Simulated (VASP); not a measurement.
```
CuZn
1.0
    2.96829     0.00000     0.00000
    0.00000     2.96829     0.00000
    0.00000     0.00000     2.96829
Zn Cu
1 1
Direct
  0.50000   0.50000   0.50000
  0.00000   0.00000   0.00000
```

All values below come from r2SCAN+rVV10, VASP's PBE PAW potentials (set 64) (plane waves; VASP). Run with 520 eV cut-off, 12×12×12 Γ-centred mesh, first-order Methfessel-Paxton smearing of 0.10 eV, potentials Zn Cu.

Give the stress tensor in GPa (positive for a compressed cell).

```
-6.56   0.00   0.00
 0.00  -6.56   0.00
 0.00   0.00  -6.56
```
The pressure is its mean diagonal, -6.56 GPa.

The compound is CuZn in the CsCl type structure. This cell is one point of a volume scan, at 1.06 of the reference volume. The electron count is odd and the run is not spin-polarised, which forces a metal.
